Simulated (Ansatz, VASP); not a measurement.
# Cross-check of PtS2 between VASP and Ansatz, part 2 of 2

Wanted: the spread between two codes on one cell, functional and k mesh. The cell is taken from a series of runs on this material, whose earlier steps may have relaxed, scaled, displaced or heated it; both programs get it as it stands.

VASP 6.6.1 and Ansatz 0.2.0.

So far: Set-up; Ansatz: zone-centre phonons, PBE with D3(BJ).

## Step 3: VASP: zone-centre phonons, PBE with D3(BJ)

Level of this step: PBE with D3(BJ); plane waves and PAW (S, Pt) (VASP).

The same cell, functional, mesh and smearing now go to VASP, with its own data sets.

Lines of VASP's logs that name or quote its potential files are left out, and so is its time.

Contents of INCAR:

```
SYSTEM = PtS2
PREC = Accurate
ENCUT = 500
EDIFF = 1E-08
NELM = 120
ISMEAR = 0
SIGMA = 0.01
LREAL = .FALSE.
ALGO = Normal
GGA = PE
IVDW = 12
NBANDS = 17
LASPH = .TRUE.
LORBIT = 11
LWAVE = .FALSE.
LCHARG = .FALSE.
ISIF = 2
IBRION = 6
NFREE = 2
POTIM = 0.015
NSW = 1
GGA_COMPAT = .FALSE.
EFERMI = MIDGAP
KPAR = 2
```

Contents of POSCAR:

```
PtS2
1.0
    3.5472551037      0.0000000000      0.0000000000
   -1.7736275519      3.0720130335      0.0000000000
    0.0000000000      0.0000000000      4.7418008261
S Pt
2 1
Direct
    0.3333333333      0.6666666667      0.2585974108
    0.6666666667      0.3333333333      0.7414025892
    0.0000000000      0.0000000000      0.0000000000
```

Contents of KPOINTS:

```
Automatic mesh
0
Gamma
12 12 8
0 0 0
```

Potentials, in the order of the species: S and Pt (PBE family, release 64).

Run with:

```sh
$ mpirun -np 2 vasp_std
```

Numbers of over 12 decimals in the logs are rounded to 6 here.

What it wrote:

```text
[banner, memory and clock lines left out]
running    2 mpi-ranks, on    1 nodes
 distrk:  each k-point on    1 cores,    2 groups
 distr:  one band on    1 cores,    1 groups

 POSCAR found type information on POSCAR S Pt
 POSCAR found :  2 types and       3 ions
 LDA part: xc-table for (Slater+PW92), standard interpolation
 POSCAR, INCAR and KPOINTS ok, starting setup
 FFT: planning ... GRIDC
 FFT: planning ... GRID_SOFT
 FFT: planning ... GRID
 WAVECAR not read
 entering main loop
       N       E                     dE             d eps       ncg     rms          rms(c)
DAV:   1     0.109188843713E+03    0.10919E+03   -0.10335E+04  4510   0.113E+03
DAV:   2    -0.117726232350E+02   -0.12096E+03   -0.11740E+03  5466   0.226E+02
DAV:   3    -0.165563609820E+02   -0.47837E+01   -0.47539E+01  5727   0.467E+01
DAV:   4    -0.166013061184E+02   -0.44945E-01   -0.44927E-01  5866   0.502E+00
DAV:   5    -0.166019887781E+02   -0.68266E-03   -0.68260E-03  5884   0.592E-01    0.184E+01
DAV:   6    -0.155636587961E+02    0.10383E+01   -0.67193E+00  4537   0.254E+01    0.126E+01
DAV:   7    -0.153239321578E+02    0.23973E+00   -0.12541E+00  4524   0.116E+01    0.595E+00
DAV:   8    -0.153091781273E+02    0.14754E-01   -0.66962E-02  5141   0.187E+00    0.131E+00
DAV:   9    -0.153057797056E+02    0.33984E-02   -0.98571E-03  5517   0.104E+00    0.215E-01
DAV:  10    -0.153059569581E+02   -0.17725E-03   -0.14120E-03  5566   0.253E-01    0.975E-02
DAV:  11    -0.153060026469E+02   -0.45689E-04   -0.53899E-05  5484   0.575E-02    0.450E-02
DAV:  12    -0.153060054810E+02   -0.28340E-05   -0.85802E-06  5505   0.271E-02    0.933E-03
DAV:  13    -0.153060067528E+02   -0.12719E-05   -0.96146E-07  5512   0.733E-03    0.437E-03
DAV:  14    -0.153060069382E+02   -0.18537E-06   -0.27740E-07  5429   0.341E-03    0.137E-03
DAV:  15    -0.153060068962E+02    0.42008E-07   -0.21123E-08  5166   0.109E-03    0.672E-04
DAV:  16    -0.153060068457E+02    0.50538E-07   -0.71631E-09  3342   0.499E-04    0.190E-04
DAV:  17    -0.153060068407E+02    0.49417E-08   -0.59699E-10  2441   0.176E-04
   1 F= -.16663954E+02 E0= -.16663954E+02  d E =-.633246E-43
[... from here on, the cycles between the ionic steps are left out ...]
   2 F= -.16662895E+02 E0= -.16662895E+02  d E =-.133201E-37
   3 F= -.16662895E+02 E0= -.16662895E+02  d E =-.130441E-37
   4 F= -.16662051E+02 E0= -.16662051E+02  d E =-.732812E-32
   5 F= -.16663341E+02 E0= -.16663341E+02  d E =-.667189E-56
   6 F= -.16662045E+02 E0= -.16662045E+02  d E =-.613029E-44
   7 F= -.16662045E+02 E0= -.16662045E+02  d E =-.614016E-44
   8 F= -.16661887E+02 E0= -.16661887E+02  d E =-.539509E-42
 Finite differences progress:
  Degree of freedom:   4/  4
  Displacement:        1/  2
  Total:               7/  8
 bond charge predicted
       N       E                     dE             d eps       ncg     rms          rms(c)
DAV:   1    -0.152981689268E+02    0.57713E-02   -0.48014E+00  4474   0.115E+01    0.583E-01
DAV:   2    -0.153046952745E+02   -0.65263E-02   -0.68466E-02  5505   0.186E+00    0.248E-01
DAV:   3    -0.153040895667E+02    0.60571E-03   -0.18446E-03  5559   0.288E-01    0.143E-01
DAV:   4    -0.153039317206E+02    0.15785E-03   -0.84182E-04  5283   0.161E-01    0.472E-02
DAV:   5    -0.153039427513E+02   -0.11031E-04   -0.48826E-05  5547   0.451E-02    0.169E-02
DAV:   6    -0.153039400321E+02    0.27192E-05   -0.14248E-05  5210   0.239E-02    0.681E-03
DAV:   7    -0.153039402069E+02   -0.17484E-06   -0.19687E-06  5885   0.978E-03    0.295E-03
DAV:   8    -0.153039401896E+02    0.17337E-07   -0.32374E-07  4883   0.347E-03    0.665E-04
DAV:   9    -0.153039401965E+02   -0.69524E-08   -0.11235E-08  4236   0.763E-04
   9 F= -.16661887E+02 E0= -.16661887E+02  d E =-.540484E-42
 Finite differences progress:
  Degree of freedom:   4/  4
  Displacement:        2/  2
  Total:               8/  8
```

Parts of OUTCAR (step 3):

```text
ion  position               nearest neighbor table
   1  0.333  0.667  0.259-   3 2.39   3 2.39   3 2.39
   2  0.667  0.333  0.741-   3 2.39   3 2.39   3 2.39
   3  0.000  0.000  0.000-   1 2.39   2 2.39   2 2.39   1 2.39   2 2.39   1 2.39

  LATTYP: Found a hexagonal cell.
 ALAT       =     3.5472551037
 C/A-ratio  =     1.3367521330

 Subroutine GETGRP returns: Found 12 space group operations
 (whereof 12 operations were pure point group operations)

The static configuration has the point symmetry D_3d.

 Found    131 irreducible k-points:

   k-points           NKPTS =    131   k-points in BZ     NKDIM =    131   number of bands    NBANDS=     17

   dimension x,y,z NGX =    28 NGY =   28 NGZ =   36
   dimension x,y,z NGXF=    56 NGYF=   56 NGZF=   72

   ENCUT  =  500.0 eV  36.75 Ry    6.06 a.u.   6.47  6.47  8.65*2*pi/ulx,y,z

   NELECT =      22.0000    total number of electrons

 k-points in reciprocal lattice and weights: Automatic mesh
   0.00000000  0.00000000  0.00000000       0.001
   0.08333333  0.00000000  0.00000000       0.005
   0.16666667  0.00000000  0.00000000       0.005
   0.25000000  0.00000000  0.00000000       0.005
   0.33333333  0.00000000  0.00000000       0.005
   0.41666667  0.00000000  0.00000000       0.005
   0.50000000  0.00000000  0.00000000       0.003
   0.08333333  0.08333333  0.00000000       0.005
   0.16666667  0.08333333  0.00000000       0.010
[...]
0.33333333  0.25000000  0.50000000       0.010
   0.33333333  0.33333333  0.50000000       0.002

 Edisp (eV)   -1.35795

 average (electrostatic) potential at core
       1 -84.6592       2 -84.7032       3 -67.5587

 E-fermi :   8.0871

 k-point     1 :       0.0000    0.0000    0.0000
  band No.  band energies     occupation
    ...
      7       3.7361      2.00000
      8       5.4336      2.00000
      9       6.4596      2.00000
     10       6.4596      2.00000
     11       7.9941      2.00000
     12       9.2432      0.00000
     13       9.2432      0.00000
     14      11.7488      0.00000
     15      13.1381      0.00000
     16      15.4857      0.00000
    ...

 k-point     2 :       0.0833    0.0000    0.0000
  band No.  band energies     occupation
    ...
      7       3.6668      2.00000
      8       5.2255      2.00000
      9       6.3200      2.00000
     10       6.4294      2.00000
     11       7.7441      2.00000
     12       9.2226      0.00000
     13       9.2588      0.00000
     14      12.2590      0.00000
     15      13.4960      0.00000
     16      15.2897      0.00000
    ...

 k-point     3 :       0.1667    0.0000    0.0000
  band No.  band energies     occupation
    ...
      7       3.5161      2.00000
      8       4.7406      2.00000
      9       6.0843      2.00000
     10       6.2703      2.00000
     11       7.1412      2.00000
     12       9.3227      0.00000
     13       9.3715      0.00000
     14      13.1230      0.00000
     15      14.1405      0.00000
     16      15.2952      0.00000
    ...

 Edisp (eV)   -1.35795

  Total       0.62101     0.62101    -0.10073    -0.00000     0.00000     0.00000
  in kB      19.25545    19.25545    -3.12321    -0.00000     0.00000     0.00000
  external pressure =       11.80 kB  Pullay stress =        0.00 kB

  energy-cutoff  :      500.00
  volume of cell :       51.67
      direct lattice vectors                 reciprocal lattice vectors
     3.547255104  0.000000000  0.000000000     0.281908115  0.162759726  0.000000000
    -1.773627552  3.072013034  0.000000000     0.000000000  0.325519452  0.000000000
     0.000000000  0.000000000  4.741800826     0.000000000  0.000000000  0.210890342

 POSITION                                       TOTAL-FORCE (eV/Angst)
 -----------------------------------------------------------------------------------
     -0.00000      2.04801      1.22622         0.000000      0.000000     -0.178882
      1.77363      1.02400      3.51558         0.000000     -0.000000     -0.096701
      0.00000      0.00000     -0.01500         0.000000     -0.000000      0.275584
 -----------------------------------------------------------------------------------
    total drift:                                0.000000      0.000000      0.000003

  FREE ENERGIE OF THE ION-ELECTRON SYSTEM (eV)
  ---------------------------------------------------
  free  energy   TOTEN  =       -16.6618873101 eV

  energy  without entropy=      -16.6618873101  energy(sigma->0) =      -16.66188731

 Eigenvectors and eigenvalues of the dynamical matrix
 ----------------------------------------------------

   1 f  =   10.026393 THz    62.997687 2PiTHz  334.444478 cm-1    41.465812 meV
             X         Y         Z           dx          dy          dz
     -0.000000  2.048009  1.226217     0.000000   -0.000000   -0.707107
      1.773628  1.024004  3.515583     0.000000   -0.000000    0.707107
      0.000000  0.000000  0.000000    -0.000000    0.000000    0.000000

   2 f  =    9.644381 THz    60.597436 2PiTHz  321.701937 cm-1    39.885939 meV
             X         Y         Z           dx          dy          dz
     -0.000000  2.048009  1.226217     0.000000   -0.000000   -0.613402
      1.773628  1.024004  3.515583     0.000000   -0.000000   -0.613402
      0.000000  0.000000  0.000000    -0.000000    0.000000    0.497469

   3 f  =    9.270589 THz    58.248830 2PiTHz  309.233571 cm-1    38.340059 meV
             X         Y         Z           dx          dy          dz
     -0.000000  2.048009  1.226217     0.467539   -0.397079    0.000000
      1.773628  1.024004  3.515583     0.467539   -0.397079   -0.000000
      0.000000  0.000000  0.000000    -0.379169    0.322027   -0.000000

   4 f  =    9.270589 THz    58.248830 2PiTHz  309.233571 cm-1    38.340059 meV
             X         Y         Z           dx          dy          dz
     -0.000000  2.048009  1.226217    -0.397079   -0.467539   -0.000000
      1.773628  1.024004  3.515583    -0.397079   -0.467539    0.000000
      0.000000  0.000000  0.000000     0.322027    0.379169   -0.000000

   5 f  =    8.884658 THz    55.823952 2PiTHz  296.360289 cm-1    36.743976 meV
             X         Y         Z           dx          dy          dz
     -0.000000  2.048009  1.226217    -0.538958    0.457738   -0.000000
      1.773628  1.024004  3.515583     0.538958   -0.457738    0.000000
      0.000000  0.000000  0.000000    -0.000000   -0.000000    0.000000

   6 f  =    8.884658 THz    55.823952 2PiTHz  296.360289 cm-1    36.743976 meV
             X         Y         Z           dx          dy          dz
     -0.000000  2.048009  1.226217     0.457738    0.538958   -0.000000
      1.773628  1.024004  3.515583    -0.457738   -0.538958    0.000000
      0.000000  0.000000  0.000000    -0.000000   -0.000000    0.000000

   7 f/i=    0.000639 THz     0.004018 2PiTHz    0.021331 cm-1     0.002645 meV
             X         Y         Z           dx          dy          dz
     -0.000000  2.048009  1.226217    -0.086388   -0.340988    0.000000
      1.773628  1.024004  3.515583    -0.086388   -0.340988    0.000000
      0.000000  0.000000  0.000000    -0.213043   -0.840917    0.000000

   8 f/i=    0.000639 THz     0.004018 2PiTHz    0.021331 cm-1     0.002645 meV
             X         Y         Z           dx          dy          dz
     -0.000000  2.048009  1.226217     0.340988   -0.086388    0.000000
      1.773628  1.024004  3.515583     0.340988   -0.086388    0.000000
      0.000000  0.000000  0.000000     0.840917   -0.213043    0.000000

   9 f/i=    0.000717 THz     0.004504 2PiTHz    0.023909 cm-1     0.002964 meV
             X         Y         Z           dx          dy          dz
     -0.000000  2.048009  1.226217    -0.000000    0.000000    0.351764
      1.773628  1.024004  3.515583    -0.000000    0.000000    0.351764
      0.000000  0.000000  0.000000    -0.000000    0.000000    0.867482

 ELASTIC MODULI CONTR FROM IONIC RELAXATION (kBar)
 Direction    XX          YY          ZZ          XY          YZ          ZX
 --------------------------------------------------------------------------------
 XX        -754.3789   -408.4469   -731.4710      0.0000    334.0343     -0.0000
 YY        -408.4469   -754.3789   -731.4710      0.0000   -334.0343      0.0000
 ZZ        -731.4710   -731.4710   -920.2579      0.0000      0.0000     -0.0000
 XY           0.0000      0.0000      0.0000   -172.9660      0.0000    334.0353
 YZ         334.0343   -334.0343      0.0000      0.0000   -645.0916      0.0000
 ZX          -0.0000      0.0000     -0.0000    334.0353      0.0000   -645.0953
 --------------------------------------------------------------------------------

 total charge
# of ion       s       p       d       tot
------------------------------------------
    1        1.367   2.269   0.000   3.636
    2        1.367   2.269   0.000   3.636
    3        0.699   0.786   7.990   9.476
--------------------------------------------------
tot          3.432   5.325   7.990  16.748

[... 3 further parts left out ...]
```

The last energy, forces, stress and levels in OUTCAR belong to the last displaced cell, not to the cell of POSCAR.

Levels, forces or a CONTCAR printed for this step are those of its last displaced cell, not of the structure at rest.

## Step 4: Differences

Known differences besides the potentials themselves: the data sets hold 30 valence electrons in Ansatz (on its PAW soft_1 files) and 22 in VASP; the cutoff is 420 eV in Ansatz and 500 eV in VASP; Ansatz takes the dispersion share of the force constants at frozen C6 weights, VASP differentiates the full forces; VASP uses finite displacements, Ansatz perturbation theory. Total energies have different zeros and are not compared.

The two programs side by side:

| quantity | Ansatz | VASP | difference |
| --- | --- | --- | --- |
| optical mode 1 to 2 (cm⁻¹) | 297.4 | 296.4 | +0.35 % |
| optical mode 3 to 4 (cm⁻¹) | 309.8 | 309.2 | +0.17 % |
| optical mode 5 (cm⁻¹) | 321.6 | 321.7 | -0.03 % |
| optical mode 6 (cm⁻¹) | 335.3 | 334.4 | +0.24 % |

Modes are paired by rising frequency, not by their patterns, so a pair may set unlike modes beside each other; they are those without the splitting of longitudinal modes.

## Step 5: What came out

```
r.m.s. difference of the optical zone-centre modes, each program's sorted by frequency (zone-centre phonons, PBE with D3(BJ)) : 0.75 cm⁻¹
```

What this shows: The r.m.s. difference of the optical zone-centre modes, each program's sorted by frequency is 0.75 cm⁻¹ (zone-centre phonons, PBE with D3(BJ)). The data sets hold unlike numbers of valence electrons (30 in Ansatz and 22 in VASP), so part of the differences comes from the potentials. Such differences can come from data sets, numerical settings and the points named under the comparisons, not from the functional's error against experiment.

[Lines on the potential files, build, host, timing and source positions are cut from VASP's logs without a mark.]

[Logs are printed without paths, hosts, clocks, repeated set-up lines and the standing remarks that a program may print on its own settings, such as how far it seeks lower states.]

[Hosts, paths, dates, database ids (printed as entryN), source tags and the programs' standing remarks are cut or masked in the printed files.]
